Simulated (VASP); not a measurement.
A VASP calculation is set up with these files.

INCAR:
```
# general
SYSTEM=AlPO4
PREC  =Accurate
ENCUT =520
LREAL =F
LASPH =T

# electronic loop
EDIFF =1E-6
NELM  =100
ALGO  =Normal

# smearing
ISMEAR=0
SIGMA =0.05

# ions
IBRION=2
NSW   =60
ISIF  =3
EDIFFG=-0.02

# output
LWAVE =F
LCHARG=F
```

POSCAR:
```
AlPO4
1
   -2.5044032151     2.5044032147     3.6805870505
    2.5044032151    -2.5044032147     3.6805870505
    2.5044032147     2.5044032151    -3.6805870505
Al P O
1 1 4
Direct
  0.0000000000   0.0000000000   0.0000000000
  0.7500000000   0.2500000000   0.5000000000
  0.9618706125   0.5986565137   0.8250290112
  0.4013434863   0.2263724975   0.3632140988
  0.7736275025   0.1368416012   0.1749709888
  0.8631583988   0.0381293875   0.6367859012
```

File KPOINTS:
```
Regular mesh
0
Gamma
6 6 6
0 0 0
```

POTCAR, in this order: Al P O (LDA.64 set). Program: vasp_std.

### Question
Translate this LDA calculation to Quantum ESPRESSO's pw.x.

### Answer
One equivalent input (not run):
```
&CONTROL
  calculation = 'vc-relax'
  pseudo_dir = './pseudo'
  outdir = './out'
  tprnfor = .true.
  tstress = .true.
  nstep = 60
  forc_conv_thr = 0.00078
/
&SYSTEM
  ibrav = 0
  nat = 6
  ntyp = 3
  ecutwfc = 84
  occupations = 'smearing'
  smearing = 'gaussian'
  degauss = 0.003675
  input_dft = 'pz'
/
&ELECTRONS
  conv_thr = 7.3e-08
  electron_maxstep = 100
/
&IONS
/
&CELL
/
ATOMIC_SPECIES
  Al 26.982 Al.upf
  P 30.974 P.upf
  O 15.999 O.upf
CELL_PARAMETERS angstrom
    -2.5044032    2.5044032    3.6805871
     2.5044032   -2.5044032    3.6805871
     2.5044032    2.5044032   -3.6805871
ATOMIC_POSITIONS crystal
  Al   0.0000000  0.0000000  0.0000000
  P    0.7500000  0.2500000  0.5000000
  O    0.9618706  0.5986565  0.8250290
  O    0.4013435  0.2263725  0.3632141
  O    0.7736275  0.1368416  0.1749710
  O    0.8631584  0.0381294  0.6367859
K_POINTS automatic
  6 6 6 0 0 0
```
Limits of the translation: the potentials are each code's own (VASP's PAW set, PseudoDojo norm-conserving files in pw.x), so ENCUT and ecutwfc are chosen apart and not converted; conv_thr bounds pw.x's estimated SCF error, while EDIFF bounds the energy change between steps; forc_conv_thr acts on force components and is met together with etot_conv_thr.

The structure comes from a computed database's AlPO4 entry (I-4); how it stands against other phases isn't given here. It was relaxed first. The start is the result of an earlier pass.
